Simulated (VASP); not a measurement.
Method: AM05 GGA, VASP's PBE PAW potentials (set 64) (plane waves; VASP).

VASP ran on this input.

POSCAR:
```
GaN
1
    1.5580609162    -2.6986406311     0.0000000000
    1.5580609162     2.6986406311     0.0000000000
    0.0000000000     0.0000000000     5.0716358461
Ga N
2 2
Direct
  0.6666670000   0.3333330000   0.5000215750
  0.3333330000   0.6666670000   0.0000215750
  0.6666670000   0.3333330000   0.8769784250
  0.3333330000   0.6666670000   0.3769784250
```

**KPOINTS**
```
Automatic mesh
0
Gamma
8 8 5
0 0 0
```

INCAR:
```
SYSTEM  =  GaN
PREC  =  Accurate; ENCUT  =  520; LREAL  =  F
LASPH  =  T
EDIFF  =  1E-7; NELM  =  100; ALGO  =  Normal
LMAXMIX  =  4
ISMEAR  =  0; SIGMA  =  0.05
GGA  =  AM
IBRION  =  2; NSW  =  30; ISIF  =  4
EDIFFG  =  -0.01
LWAVE  =  F; LCHARG  =  F
```

POTCAR, in this order: Ga_d N (PBE.64 set). Program: vasp_std.

What VASP printed:

### OSZICAR
```
       N       E                     dE             d eps       ncg     rms          rms(c)
DAV:   1     0.280319999524E+03    0.28032E+03   -0.18508E+04  1388   0.311E+03
DAV:   2     0.595407018688E+01   -0.27437E+03   -0.26476E+03  1468   0.544E+02
DAV:   3    -0.277110434703E+02   -0.33665E+02   -0.33429E+02  1506   0.156E+02
DAV:   4    -0.290271237297E+02   -0.13161E+01   -0.13134E+01  1838   0.332E+01
DAV:   5    -0.290433318849E+02   -0.16208E-01   -0.16205E-01  1534   0.353E+00    0.105E+01
DAV:   6    -0.252271109115E+02    0.38162E+01   -0.13041E+01  2412   0.595E+01    0.321E+00
DAV:   7    -0.253152058664E+02   -0.88095E-01   -0.17865E+00  1440   0.106E+01    0.276E+00
DAV:   8    -0.253038304166E+02    0.11375E-01   -0.30481E-01  2080   0.947E+00    0.927E-01
DAV:   9    -0.252779120339E+02    0.25918E-01   -0.12313E-01  2380   0.649E+00    0.281E-01
DAV:  10    -0.252788767506E+02   -0.96472E-03   -0.65389E-03  1542   0.873E-01    0.948E-02
DAV:  11    -0.252788888125E+02   -0.12062E-04   -0.11495E-03  2032   0.712E-01    0.155E-02
DAV:  12    -0.252789028124E+02   -0.14000E-04   -0.12755E-04  1544   0.133E-01    0.128E-02
DAV:  13    -0.252789032505E+02   -0.43808E-06   -0.18903E-05  2120   0.509E-02    0.527E-03
DAV:  14    -0.252789035477E+02   -0.29724E-06   -0.75656E-06  1928   0.220E-02    0.391E-03
DAV:  15    -0.252789035294E+02    0.18322E-07   -0.61793E-07  1506   0.921E-03
   1 F= -.25278904E+02 E0= -.25278904E+02  d E =-.252789E+02
       N       E                     dE             d eps       ncg     rms          rms(c)
DAV:   1    -0.252789284876E+02   -0.24940E-04   -0.12356E-02  1348   0.868E-01    0.308E-02
DAV:   2    -0.252789504361E+02   -0.21949E-04   -0.37260E-04  1626   0.203E-01    0.176E-02
DAV:   3    -0.252789452716E+02    0.51645E-05   -0.19191E-05  1960   0.416E-02    0.574E-03
DAV:   4    -0.252789447673E+02    0.50428E-06   -0.17281E-06  1642   0.133E-02    0.104E-03
DAV:   5    -0.252789448033E+02   -0.36050E-07   -0.27266E-07  1306   0.569E-03
   2 F= -.25278945E+02 E0= -.25278945E+02  d E =-.412739E-04
```

**OUTCAR**
```
------------------------ aborting loop because EDIFF is reached ----------------------------------------
  FORCE on cell =-STRESS in cart. coord.  units (eV):
  Direction    XX          YY          ZZ          XY          YZ          ZX
  --------------------------------------------------------------------------------------
  Total        3.4933976      3.4933975      3.5523546      0.0000000      0.0000000      0.0000000
  in kB      131.2354168    131.2354129    133.4502347      0.0000000      0.0000000      0.0000000
  external PRESSURE =     131.9736882 kB  Pullay stress =       0.0000000 kB
  volume of cell :       42.65
      direct lattice vectors                 reciprocal lattice vectors
     1.557878012 -2.698323828  0.000000000     0.320949392 -0.185300220  0.000000000
     1.557878012  2.698323828  0.000000000     0.320949392  0.185300220 -0.000000000
     0.000000000  0.000000000  5.072826806     0.000000000  0.000000000  0.197128749
  FREE ENERGIE OF THE ION-ELECTRON SYSTEM (eV)
  ---------------------------------------------------
  free  energy   TOTEN  =       -25.2789448033 eV

  energy  without entropy=      -25.2789448033  energy(sigma->0) =      -25.27894480

 reached required accuracy - stopping structural energy minimisation
```
(Selected blocks of OUTCAR.)

CONTCAR:
```
GaN
   1.00000000000000
     1.5578780115254482   -2.6983238277801997    0.0000000000000000
     1.5578780115254482    2.6983238277801997    0.0000000000000000
     0.0000000000000000    0.0000000000000000    5.0728268057801422
  Ga              N
     2     2
Direct
     0.6666669999999968    0.3333330000000032    0.5001973812819014
     0.3333330000000032    0.6666669999999968    0.0001973812819014
     0.6666669999999968    0.3333330000000032    0.8768026187180940
     0.3333330000000032    0.6666669999999968    0.3768026187180939
```

File OUTCAR:
```
 val. band max:        6.0067767534   @ k =   0.0000   0.0000   0.0000

 cond. band min:       8.4284237930   @ k =   0.0000   0.0000   0.0000


 Fermi energy:         6.2739500553

 k-point     1 :       0.0000    0.0000    0.0000
  band No.  band energies     occupation
      1     -10.5525      2.00000
      2      -9.3973      2.00000
      3      -7.5116      2.00000
      4      -7.4939      2.00000
      5      -7.4939      2.00000
      6      -7.4177      2.00000
      7      -7.4177      2.00000
      8      -7.1763      2.00000
      9      -7.1763      2.00000
     10      -7.0554      2.00000
     11      -7.0554      2.00000
     12      -5.7849      2.00000
     13      -1.5763      2.00000
     14       4.8715      2.00000
     15       4.8715      2.00000
     16       5.9580      2.00000
     17       6.0068      2.00000
     18       6.0068      2.00000
     19       8.4284      0.00000
     20      10.6969      0.00000
     21      15.5599      0.00000
     22      16.2172      0.00000

 k-point     2 :       0.1250    0.0000    0.0000
  band No.  band energies     occupation
      1     -10.3790      2.00000
      2      -9.3484      2.00000
      3      -7.4932      2.00000
      4      -7.4677      2.00000
      5      -7.4499      2.00000
      6      -7.3959      2.00000
      7      -7.3808      2.00000
      8      -7.1928      2.00000
      9      -7.1775      2.00000
     10      -7.0884      2.00000
     11      -7.0512      2.00000
     12      -5.6679      2.00000
     13      -1.3356      2.00000
     14       3.7637      2.00000
     15       4.5302      2.00000
     16       4.8868      2.00000
     17       5.7853      2.00000
     18       5.8543      2.00000
     19       9.4063      0.00000
     20      11.5703      0.00000
     21      14.9106      0.00000
     22      15.4404      0.00000

 k-point     3 :       0.2500    0.0000    0.0000
  band No.  band energies     occupation
      1      -9.9557      2.00000
...
```

The compound is GaN in the wurtzite structure. This cell is one point of a volume scan, at 0.94 of the reference volume. Symmetry was kept, so distortions that lower it aren't found.
